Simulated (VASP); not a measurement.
Input and output of a VASP PBEsol single-point calculation on BiB (distorted rocksalt)

INCAR

```
ISIF = 2
IBRION = -1
SIGMA = 0.02
LREAL = .FALSE.
GGA = PS
LCHARG = .FALSE.
EDIFF = 1E-7
NSW = 0
LASPH = .TRUE.
ENCUT = 520
PREC = Accurate
NELM = 120
LWAVE = .FALSE.
NBANDS = 16
ISMEAR = -1
```

KPOINTS

```
KPOINTS created by Atomic Simulation Environment
0
Gamma
8 8 8
0 0 0
```

POSCAR

```
B  Bi
 1.0000000000000000
    -0.0548000000000000    2.5543999999999998    2.6472000000000002
     2.5783000000000000   -0.0569000000000000    2.6492000000000000
     2.5486000000000000    2.5268000000000002   -0.0272000000000000
 B   Bi
   1   1
Cartesian
  2.5315919400000002  2.4859634199999996  5.2690113600000004
  2.5278206900000000  2.6181767300000001  2.5283619599999998
```

VASP ran with the recommended PBE PAW datasets (18 valence electrons in the cell).

OSZICAR

```
N       E                     dE             d eps       ncg     rms          rms(c)
DAV:   1     0.126725987323E+03    0.12673E+03   -0.99135E+03  8360   0.139E+03
DAV:   2    -0.160006287297E+01   -0.12833E+03   -0.12400E+03  9024   0.347E+02
DAV:   3    -0.919667115850E+01   -0.75966E+01   -0.75263E+01 10600   0.798E+01
DAV:   4    -0.935966081359E+01   -0.16299E+00   -0.16295E+00 10888   0.124E+01
DAV:   5    -0.936519896901E+01   -0.55382E-02   -0.55381E-02 11640   0.205E+00    0.267E+00
DAV:   6    -0.901574167623E+01    0.34946E+00   -0.74087E-01 11696   0.675E+00    0.929E-01
DAV:   7    -0.900764439659E+01    0.80973E-02   -0.89125E-02 10920   0.159E+00    0.470E-01
DAV:   8    -0.900578158960E+01    0.18628E-02   -0.55776E-03 10880   0.881E-01    0.658E-02
DAV:   9    -0.900559373611E+01    0.18785E-03   -0.72824E-04 12296   0.281E-01    0.244E-02
DAV:  10    -0.900559131694E+01    0.24192E-05   -0.78415E-05 11112   0.839E-02    0.908E-03
DAV:  11    -0.900559152356E+01   -0.20663E-06   -0.70379E-06 11264   0.292E-02    0.405E-03
DAV:  12    -0.900559099033E+01    0.53324E-06   -0.46670E-07 10760   0.583E-03    0.502E-04
DAV:  13    -0.900559095452E+01    0.35806E-07   -0.34171E-08  6176   0.165E-03
   1 F= -.90055910E+01 E0= -.90049529E+01  d E =-.127603E-02
```

From OUTCAR

```
k-points           NKPTS =    260   k-points in BZ     NKDIM =    260   number of bands    NBANDS=     16

   NELECT =      18.0000    total number of electrons

   dimension x,y,z NGX =    28 NGY =   28 NGZ =   28
   dimension x,y,z NGXF=    56 NGYF=   56 NGZF=   56

  energy-cutoff  :      520.00
  volume of cell :       35.42
      direct lattice vectors                 reciprocal lattice vectors
    -0.054800000  2.554400000  2.647200000    -0.188931933  0.192585820  0.188011979
     2.578300000 -0.056900000  2.649200000     0.190794412 -0.190420038  0.187694348
     2.548600000  2.526800000 -0.027200000     0.195292042  0.196780070 -0.185839002

 k-points in reciprocal lattice and weights: KPOINTS created by Atomic Simulation Env
   0.00000000  0.00000000  0.00000000       0.002
   0.12500000 -0.00000000  0.00000000       0.004
   0.25000000 -0.00000000  0.00000000       0.004
   0.37500000 -0.00000000 -0.00000000       0.004
   0.50000000 -0.00000000  0.00000000       0.002
   0.00000000  0.12500000 -0.00000000       0.004
   0.12500000  0.12500000  0.00000000       0.004
   0.25000000  0.12500000  0.00000000       0.004
   ...

 E-fermi :   8.3794

 k-point     1 :       0.0000    0.0000    0.0000
  band No.  band energies     occupation
      1     -14.3620      2.00000
      2     -14.3452      2.00000
      3     -14.3404      2.00000
      4     -14.3189      2.00000
      5     -14.3077      2.00000
      6      -6.0121      2.00000
      7       7.9426      2.00000
      8       8.4311      0.13989
      9       8.6727      0.00000
     10       8.8272      0.00000
     11      14.3334      0.00000
     12      15.1205      0.00000
     13      15.7068      0.00000
     14      16.7539      0.00000
     15      16.8815      0.00000
     16      17.0841      0.00000

 k-point     2 :       0.1250   -0.0000    0.0000
  band No.  band energies     occupation
      1     -14.3619      2.00000
      2     -14.3416      2.00000
      3     -14.3350      2.00000
      4     -14.3138      2.00000
      5     -14.3086      2.00000
      6      -5.7697      2.00000
      7       6.0364      2.00000
      8       8.4069      0.40340
      9       8.6130      0.00002
     10      10.2418      0.00000
     11      13.4465      0.00000
     12      14.3508      0.00000
     13      14.7750      0.00000
     14      16.0810      0.00000
     15      17.3148      0.00000
     16      17.8211      0.00000

 k-point     3 :       0.2500   -0.0000    0.0000
  band No.  band energies     occupation
      1     -14.3685      2.00000
      2     -14.3417      2.00000
      3     -14.3355      2.00000
      4     -14.2932      2.00000
      5     -14.2898      2.00000
      6      -5.0570      2.00000
      7       3.4537      2.00000
      8       8.5814      0.00008
      9       8.7666      0.00000
     10      11.0106      0.00000
     11      12.1253      0.00000
     12      12.9864      0.00000
     13      13.3043      0.00000
     14      16.6334      0.00000
     15      18.3652      0.00000
     16      18.9312      0.00000

 k-point     4 :       0.3750   -0.0000   -0.0000
  band No.  band energies     occupation
      1     -14.3798      2.00000
      2     -14.3517      2.00000
      3     -14.3362      2.00000
      4     -14.2687      2.00000
      5     -14.2609      2.00000
      6      -3.9732      2.00000
      7       1.1052      2.00000
      8       8.8699      0.00000
      9       9.1204      0.00000
     10      10.8472      0.00000
     11      11.3357      0.00000
     12      11.7845      0.00000
     13      12.2541      0.00000
     14      18.0444      0.00000
     15      20.0584      0.00000
     16      20.6107      0.00000

 k-point     5 :       0.5000   -0.0000    0.0000
  band No.  band energies     occupation
      1     -14.3850      2.00000
      2     -14.3569      2.00000
      3     -14.3358      2.00000
      4     -14.2580      2.00000
      5     -14.2485      2.00000
      6      -3.1827      2.00000
      7      -0.1273      2.00000
      8       9.1084      0.00000
      9       9.4099      0.00000
     10      10.3734      0.00000
     11      10.9648      0.00000
     12      11.6478      0.00000
     13      11.7481      0.00000
     14      19.0760      0.00000
     15      21.7881      0.00000
     16      21.9307      0.00000

 k-point     6 :       0.0000    0.1250   -0.0000
  band No.  band energies     occupation
      1     -14.3618      2.00000
      2     -14.3431      2.00000
      3     -14.3338      2.00000
      4     -14.3140      2.00000
      5     -14.3083      2.00000
      6      -5.7711      2.00000
      7       6.0464      2.00000
      8       8.4659      0.02616
      9       8.5323      0.00096
     10      10.2776      0.00000
     11      13.4234      0.00000
     12      14.2773      0.00000
     13      14.8000      0.00000
     14      16.1767      0.00000
     15      17.2610      0.00000
     16      17.8426      0.00000

 k-point     7 :       0.1250    0.1250    0.0000
  band No.  band energies     occupation
      1     -14.3689      2.00000
      2     -14.3324      2.00000
      3     -14.3280      2.00000
      4     -14.3257      2.00000
      5     -14.3016      2.00000
      6      -5.6965      2.00000
      7       6.7818      2.00000
      8       7.4336      2.00000
      9       7.9809      2.00000
     10      10.5577      0.00000
     11      12.3719      0.00000
     12      14.6028      0.00000
     13      15.4873      0.00000
     14      15.5612      0.00000
     15      18.2023      0.00000
     16      18.7301      0.00000

 k-point     8 :       0.2500    0.1250    0.0000
  band No.  band energies     occupation
      1     -14.3755      2.00000
      2     -14.3411      2.00000
      3     -14.3207      2.00000
      4     -14.3063      2.00000
      5     -14.2871      2.00000
      6      -5.1460      2.00000
      7       4.5285      2.00000
      8       7.6483      2.00000
      9       8.1605      1.99996
     10       9.4692      0.00000
     11      12.6432      0.00000
     12      14.0561      0.00000
     13      14.8832      0.00000
     14      15.6985      0.00000
     15      18.8126      0.00000
     16      19.9122      0.00000

 k-point     9 :       0.3750    0.1250   -0.0000
  band No.  band energies     occupation
      1     -14.3849      2.00000
      2     -14.3383      2.00000
      3     -14.3293      2.00000
      4     -14.2835      2.00000
      5     -14.2629      2.00000
      6      -4.1789      2.00000
      7       2.0705      2.00000
      8       7.7072      2.00000
      9       8.1236      1.99999
     10       8.9437      0.00000
     11      12.7495      0.00000
     12      13.5962      0.00000
     13      13.9519      0.00000
     14      16.4132      0.00000
     15      19.8716      0.00000
     16      21.4298      0.00000

 k-point    10 :       0.5000    0.1250    0.0000
  band No.  band energies     occupation
      1     -14.3895      2.00000
      2     -14.3434      2.00000
      3     -14.3276      2.00000
      4     -14.2662      2.00000
      5     -14.2533      2.00000
      6      -3.1449      2.00000
      7       0.2880      2.00000
      8       7.0488      2.00000
      9       8.3010      1.96109
     10       9.6159      0.00000
     11      12.5281      0.00000
     12      12.6950      0.00000
     13      13.6752      0.00000
     14      18.0174      0.00000
     15      20.7754      0.00000
     16      22.1309      0.00000

 k-point    11 :      -0.3750    0.1250    0.0000
  band No.  band energies     occupation
      1     -14.3838      2.00000
      2     -14.3455      2.00000
      3     -14.3275      2.00000
      4     -14.2690      2.00000
      5     -14.2588      2.00000
      6      -3.4053      2.00000
      7       0.6354      2.00000
      8       6.5216      2.00000
      9       9.1404      0.00000
     10      10.3691      0.00000
     11      11.6830      0.00000
     12      12.5979      0.00000
     13      13.7915      0.00000
     14      18.3591      0.00000
     15      20.2083      0.00000
     16      21.3660      0.00000

 k-point    12 :      -0.2500    0.1250   -0.0000
  band No.  band energies     occupation
      1     -14.3714      2.00000
      2     -14.3386      2.00000
      3     -14.3328      2.00000
      4     -14.2970      2.00000
      5     -14.2700      2.00000
      6      -4.5100      2.00000
      7       2.5750      2.00000
      8       6.5400      2.00000
      9       9.6840      0.00000
     10      11.1495      0.00000
     11      11.7308      0.00000
     12      12.5948      0.00000
     13      13.9715      0.00000
     14      17.2179      0.00000
     15      18.6371      0.00000
     16      20.6692      0.00000

 ...

  Total        0.1461882      0.8251338     -0.5569813      0.3918019      0.1841169      0.0959205
  in kB        6.6121569     37.3211585    -25.1925070     17.7213685      8.3276856      4.3385276
  external PRESSURE =       6.2469361 kB  Pullay stress =       0.0000000 kB

 POSITION                                       TOTAL-FORCE (eV/Angst)
 -----------------------------------------------------------------------------------
      2.53159      2.48596      5.26901        -0.060714      0.329832     -0.017389
      2.52782      2.61818      2.52836         0.060714     -0.329832      0.017389
 -----------------------------------------------------------------------------------
    total drift:                               -0.000115      0.000044     -0.000020

  FREE ENERGIE OF THE ION-ELECTRON SYSTEM (eV)
  ---------------------------------------------------
  free  energy   TOTEN  =        -9.0055909545 eV

  energy  without entropy=       -9.0043149231  energy(sigma->0) =       -9.00495294
```

| Item | Value |
| --- | --- |
| gap between bands v and c on the k mesh | -4.17 eV (bands overlap: a metal) |
| least direct gap on the k mesh | 0.15 eV |
| pressure | 0.6 GPa |
| largest force | 0.34 eV/Å |

Band v is the last that the valence electrons fill when counted band by band, and c is the next.
